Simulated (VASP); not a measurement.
Method: PBE GGA, VASP's PBE PAW potentials (set 64) (plane waves; VASP).

VASP ran on this input.

### INCAR
```
SYSTEM = Ni3Fe
PREC = Accurate
ENCUT = 300
EDIFF = 1E-6
NELM = 100
ALGO = Normal
LREAL = .FALSE.
LASPH = .TRUE.
ISMEAR = -1
SIGMA = 0.1
GGA = PE
LMAXMIX = 4
LWAVE = .FALSE.
LCHARG = .FALSE.
ISIF = 2
ISPIN = 2
MAGMOM = 3.0 0.5 0.5 0.5
LORBIT = 11
```

### POSCAR
```
Ni3Fe
3.4790
  1.0000000000   0.0000000000   0.0000000000
  0.0000000000   1.0000000000   0.0000000000
  0.0000000000   0.0000000000   1.0000000000
Fe Ni
1 3
Cartesian
  0.0000000000   0.0000000000   0.0000000000
  0.0000000000   0.5000000000   0.5000000000
  0.5000000000   0.0000000000   0.5000000000
  0.5000000000   0.5000000000   0.0000000000
```

KPOINTS:
```
Automatic mesh
0
Gamma
8 8 8
0 0 0
```

POTCAR, in this order: Fe Ni (PBE.64 set). Program: vasp_std.

Output of the run:

### OUTCAR
```
 ion  position               nearest neighbor table
   1  0.000  0.000  0.000-   2 2.46   3 2.46   4 2.46   2 2.46   3 2.46   2 2.46   4 2.46   2 2.46
                             3 2.46   4 2.46   3 2.46   4 2.46
   2  0.000  0.500  0.500-   1 2.46   3 2.46   4 2.46   1 2.46   4 2.46   1 2.46   3 2.46   1 2.46
                             3 2.46   4 2.46   4 2.46   3 2.46
   3  0.500  0.000  0.500-   1 2.46   2 2.46   4 2.46   1 2.46   4 2.46   2 2.46   4 2.46   4 2.46
                             1 2.46   2 2.46   1 2.46   2 2.46
   4  0.500  0.500  0.000-   1 2.46   2 2.46   3 2.46   2 2.46   3 2.46   1 2.46   3 2.46   3 2.46
                             1 2.46   2 2.46   2 2.46   1 2.46
  LATTYP: Found a simple cubic cell.
 ALAT       =     3.4790000000
 Subroutine PRICEL returns:
 Original cell was already a primitive cell.
 Subroutine GETGRP returns: Found 48 space group operations
The static configuration has the point symmetry O_h .
The dynamic configuration has the point symmetry O_h .
The overall configuration has the point symmetry O_h .
 Subroutine INISYM returns: Found 48 space group operations
 Subroutine IBZKPT returns following result:
 Found     35 irreducible k-points:

 Following reciprocal coordinates:
            Coordinates               Weight
  0.000000  0.000000  0.000000      1.000000
  0.125000  0.000000  0.000000      6.000000
  0.250000  0.000000  0.000000      6.000000
  0.375000  0.000000  0.000000      6.000000
  0.500000  0.000000  0.000000      3.000000
  0.125000  0.125000  0.000000     12.000000
  0.250000  0.125000  0.000000     24.000000
  0.375000  0.125000  0.000000     24.000000
  0.500000  0.125000  0.000000     12.000000
  0.250000  0.250000  0.000000     12.000000
  0.375000  0.250000  0.000000     24.000000
  0.500000  0.250000  0.000000     12.000000
  0.375000  0.375000  0.000000     12.000000
  0.500000  0.375000  0.000000     12.000000
  0.500000  0.500000  0.000000      3.000000
  0.125000  0.125000  0.125000      8.000000
  0.250000  0.125000  0.125000     24.000000
...
```

OSZICAR:
```
       N       E                     dE             d eps       ncg     rms          rms(c)
DAV:   1     0.179606232624E+03    0.17961E+03   -0.12131E+04  3716   0.140E+03
DAV:   2    -0.207432378400E+02   -0.20035E+03   -0.19284E+03  3584   0.307E+02
DAV:   3    -0.290209960468E+02   -0.82778E+01   -0.79759E+01  3625   0.863E+01
DAV:   4    -0.291225063884E+02   -0.10151E+00   -0.10125E+00  3926   0.910E+00
DAV:   5    -0.291251921956E+02   -0.26858E-02   -0.26853E-02  4246   0.130E+00    0.214E+01
DAV:   6    -0.263902752735E+02    0.27349E+01   -0.38559E+01  3635   0.919E+01    0.202E+01
DAV:   7    -0.296357481351E+02   -0.32455E+01   -0.24451E+01  4194   0.120E+02    0.269E+01
DAV:   8    -0.248757387137E+02    0.47600E+01   -0.17286E+01  4181   0.547E+01    0.577E+00
DAV:   9    -0.250290177187E+02   -0.15328E+00   -0.68956E-01  3824   0.999E+00    0.365E+00
DAV:  10    -0.250061048407E+02    0.22913E-01   -0.13314E-01  4683   0.798E+00    0.172E+00
DAV:  11    -0.249985742037E+02    0.75306E-02   -0.37134E-02  4938   0.291E+00    0.106E+00
DAV:  12    -0.250016482199E+02   -0.30740E-02   -0.75164E-03  4569   0.186E+00    0.319E-01
DAV:  13    -0.250017149638E+02   -0.66744E-04   -0.21236E-03  4583   0.769E-01    0.122E-01
DAV:  14    -0.250017811196E+02   -0.66156E-04   -0.26740E-04  3857   0.197E-01    0.105E-01
DAV:  15    -0.250017953526E+02   -0.14233E-04   -0.76261E-05  4743   0.230E-01    0.244E-02
DAV:  16    -0.250017972718E+02   -0.19192E-05   -0.15356E-05  4023   0.386E-02    0.147E-02
DAV:  17    -0.250017967079E+02    0.56398E-06   -0.25848E-06  2673   0.382E-02
   1 F= -.25001797E+02 E0= -.24947938E+02  d E =-.107717E+00  mag=     4.6701
```

### OUTCAR
```
------------------------ aborting loop because EDIFF is reached ----------------------------------------
  FORCE on cell =-STRESS in cart. coord.  units (eV):
  Direction    XX          YY          ZZ          XY          YZ          ZX
  --------------------------------------------------------------------------------------
  Total        3.0770627      3.0770627      3.0770627      0.0000000      0.0000000     -0.0000000
  in kB      117.0802485    117.0802485    117.0802485      0.0000000      0.0000000     -0.0000000
  external PRESSURE =     117.0802485 kB  Pullay stress =       0.0000000 kB
  volume of cell :       42.11
      direct lattice vectors                 reciprocal lattice vectors
     3.479000000  0.000000000  0.000000000     0.287438919  0.000000000  0.000000000
     0.000000000  3.479000000  0.000000000     0.000000000  0.287438919  0.000000000
     0.000000000  0.000000000  3.479000000     0.000000000  0.000000000  0.287438919
 POSITION                                       TOTAL-FORCE (eV/Angst)
 -----------------------------------------------------------------------------------
      0.00000      0.00000      0.00000         0.000000      0.000000      0.000000
      0.00000      1.73950      1.73950         0.000000      0.000000      0.000000
      1.73950      0.00000      1.73950         0.000000      0.000000      0.000000
      1.73950      1.73950      0.00000         0.000000      0.000000      0.000000
 -----------------------------------------------------------------------------------
    total drift:                               -0.000000      0.000000     -0.000000
  FREE ENERGIE OF THE ION-ELECTRON SYSTEM (eV)
  ---------------------------------------------------
  free  energy   TOTEN  =       -25.0017967079 eV

  energy  without entropy=      -24.8940794438  energy(sigma->0) =      -24.94793808

 total charge

# of ion       s       p       d       tot
------------------------------------------
    1        0.497   0.550   6.157   7.204
    2        0.529   0.563   8.337   9.429
    3        0.529   0.563   8.337   9.429
    4        0.529   0.563   8.337   9.429
--------------------------------------------------
tot          2.083   2.238  31.169  35.490

 magnetization (x)

# of ion       s       p       d       tot
------------------------------------------
    1        0.011   0.001   2.808   2.820
    2       -0.016  -0.044   0.677   0.618
    3       -0.016  -0.044   0.677   0.618
    4       -0.016  -0.044   0.677   0.618
--------------------------------------------------
tot         -0.036  -0.130   4.841   4.675
```
(Selected blocks of OUTCAR.)

OUTCAR:
```
 val. band max:        9.3133978945   @ k =   0.3750   0.1250   0.1250

 cond. band min:       9.3353373196   @ k =   0.5000   0.3750   0.0000


 Fermi energy:         9.3208556555

 spin component 1

 k-point     1 :       0.0000    0.0000    0.0000
  band No.  band energies     occupation
      1      -0.1250      1.00000
      2       3.7339      1.00000
      3       3.7339      1.00000
      4       4.3624      1.00000
      5       4.5134      1.00000
      6       4.5134      1.00000
      7       4.5134      1.00000
      8       6.5173      1.00000
      9       6.5173      1.00000
     10       6.5173      1.00000
     11       7.6523      1.00000
     12       7.6523      1.00000
     13       8.5137      0.99969
     14       8.5150      0.99968
     15       8.5150      0.99968
     16       8.7040      0.99791
     17       8.7040      0.99791
     18       8.7040      0.99791
     19       8.7218      0.99750
     20       8.7218      0.99750
     21       8.7218      0.99750
     22      11.6247      0.00000
     23      11.6247      0.00000
     24      11.6247      0.00000
     25      18.7017      0.00000

 k-point     2 :       0.1250    0.0000    0.0000
  band No.  band energies     occupation
      1       0.0856      1.00000
      2       3.8017      1.00000
      3       3.8369      1.00000
      4       4.4431      1.00000
      5       4.5798      1.00000
      6       4.5904      1.00000
      7       4.5904      1.00000
      8       6.4373      1.00000
      9       6.5777      1.00000
     10       6.5777      1.00000
     11       7.5724      1.00000
     12       7.6781      1.00000
     13       8.2407      0.99998
     14       8.2407      0.99998
     15       8.4165      0.99988
     16       8.4242      0.99987
     17       8.4863      0.99976
     18       8.6019      0.99925
     19       8.6019      0.99925
     20       8.7042      0.99791
     21       8.7220      0.99750
...
```

At this cut-off the stress carries a Pulay error, which pulls relaxed volumes low.

The structure is a typed Ni3Fe crystal. The cell was not relaxed at this level, and its volume differs by -5.9 % from the start's.
